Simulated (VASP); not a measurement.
Input:

```
CELL_PARAMETERS angstrom
      2.75845     0.00000     0.00000
      0.00000     2.75845     0.00000
      0.00000     0.00000     2.75845
ATOMIC_POSITIONS crystal
  Fe 0.00000 0.00000 0.00000
  Co 0.50000 0.50000 0.50000
```

Level of theory: LDA (Ceperley-Alder, Perdew-Zunger) with spin-orbit coupling, VASP's LDA PAW potentials (set 64) (plane waves; VASP). Run with 400 eV cut-off, 12×12×12 Γ-centred mesh, Gaussian smearing of 0.050 eV, potentials Fe Co.

The run has a spin-polarised start.

Problem. Predict the energy per atom (σ→0), band gap (over mesh and band path) with the smallest direct gap where there is one.

Solution. 
- band gap (over mesh and band path): none (metal, semimetal or under 0.01 eV)
- energy per atom (σ→0): -8.643 eV/atom

Only differences to runs with the same potentials and settings are physical.

The structure comes from a computed database's FeCo entry (Pm-3m); how it stands against other phases isn't given here. It was relaxed first, which changed the volume by -8 %.
